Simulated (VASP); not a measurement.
VASP ran on this input.

INCAR:
```
SYSTEM = BeTe
PREC = Accurate
ENCUT = 500
EDIFF = 1E-6
NELM = 100
ALGO = Normal
LREAL = .FALSE.
LASPH = .TRUE.
ISMEAR = 0
SIGMA = 0.05
GGA = PS
LMAXMIX = 4
LWAVE = .FALSE.
LCHARG = .FALSE.
IBRION = 2
ISIF = 3
NSW = 40
EDIFFG = -0.02
PSTRESS = 450
```

### POSCAR
```
BeTe
1
    3.4878955924    -0.0000000000    -0.0000000000
   -1.7439477963     3.0206080958     0.0000000000
    0.0000000000     0.0000000000     5.8268942676
Be Te
2 2
Direct
  0.3333330000   0.6666670000   0.0025362016
  0.6666670000   0.3333330000   0.5025362016
  0.3333330000   0.6666670000   0.3724637984
  0.6666670000   0.3333330000   0.8724637984
```

File KPOINTS:
```
Automatic
0
G
7 7 4
```

POTCAR, in this order: Be Te (PBE.64 set). Program: vasp_std.

Question: Translate this PBEsol calculation to Ansatz.

Answer: One equivalent input (not run):
Ansatz 0.2 input:
```yaml
crystal:
  lattice:
    - [3.4878956, 0.0000000, 0.0000000]
    - [-1.7439478, 3.0206081, 0.0000000]
    - [0.0000000, 0.0000000, 5.8268943]
  atoms:
    - { symbol: Be, position: [0.3333330, 0.6666670, 0.0025362] }
    - { symbol: Be, position: [0.6666670, 0.3333330, 0.5025362] }
    - { symbol: Te, position: [0.3333330, 0.6666670, 0.3724638] }
    - { symbol: Te, position: [0.6666670, 0.3333330, 0.8724638] }
kpoints:
  mp_grid: { grid: [7, 7, 4] }
hamiltonian:
  xc: pbesol
  pseudopotentials: { kind: paw }
scf:
  occupations: { method: gaussian, width: 0.05 }
  max_iter: 100
relax:
  max_steps: 40
  f_tol: 0.02
  cell: { p_target: 45 }
output: { forces: true, stress: true, eigenvalues: true }
```
Limits of the translation: each code has its own PAW files, so the cut-off isn't converted (ENCUT is set for VASP's; basis.ecutwfc is left out, and Ansatz then takes the one that its files recommend); Ansatz stops its SCF on the density residual and VASP on the energy change (EDIFF).

The structure was generated: BeTe was put into the wurtzite type (P6_3mc), which need not be its known phase. It was relaxed first under an external pressure of 45 GPa.
